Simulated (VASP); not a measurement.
Here is the system:

```xyz
1
Lattice="0.0000 2.0773 2.0773 2.0773 0.0000 2.0773 2.0773 2.0773 0.0000" Properties=species:S:1:pos:R:3 pbc="T T T"
Au     0.0000     0.0000     0.0000
```

Calculation: PBE GGA, VASP's PBE PAW potentials (set 64) (plane waves; VASP 6.6.1). Run with 520 eV cut-off, Gaussian smearing of 0.050 eV, potentials Au.

Unless said otherwise, spin-orbit coupling is left out, though it shifts the bands of the heavy elements here.

### Question
Predict the band gap (along the path) with the smallest direct gap where there is one.

### Answer

```yaml
band gap (along the path): none (metal, semimetal or under 0.01 eV)
```

The absolute energy has meaning only against runs of the same code, potentials and settings.

The compound is Au in the fcc structure. It was relaxed first, which changed the volume by +6 %.
